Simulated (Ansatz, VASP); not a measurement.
Ge3W2: VASP beside Ansatz

```
Ge W
1.0
     2.65960    1.53552    3.44552
    -2.65960    1.53552    3.44552
     0.00000   -3.07105    3.44552
Ge W
3 2
Direct
  0.50000 0.50000 0.00000
  0.00000 0.50000 0.50000
  0.50000 0.00000 0.50000
  0.86235 0.86235 0.86235
  0.13765 0.13765 0.13765
```

Alike in both runs: functional PBE; k mesh 6 × 6 × 6; occupations gaussian, width 0.1 eV; no spin polarisation.

Ansatz relaxed the structure, and its values are those at the end. VASP's run is a single point on that final structure, the one shown.

|  | VASP | Ansatz |
| --- | --- | --- |
| version | VASP 6.6.1 | Ansatz 0.2.0 |
| potentials or method | VASP PAW PBE potentials, release 64 (Ge_d, W_sv) | scalar-relativistic, plane waves, PAW |
| plane-wave cutoff (eV) | 520 | 420 |
| valence electrons in the cell | 70 | 70 |

|  | VASP | Ansatz | Ansatz less VASP |
| --- | --- | --- | --- |
| gap on the k mesh at the Fermi level (eV) | none | none | - |
| pressure (GPa) | 0.2 | 0.0 | -0.17 |
| rms of the force components (eV/Å) | 0.006 | 0.005 | -0.0017 |

A gap of «none» marks a metal or a gap that the smearing closes.

Spin-orbit coupling is left out, which matters for the levels of W.
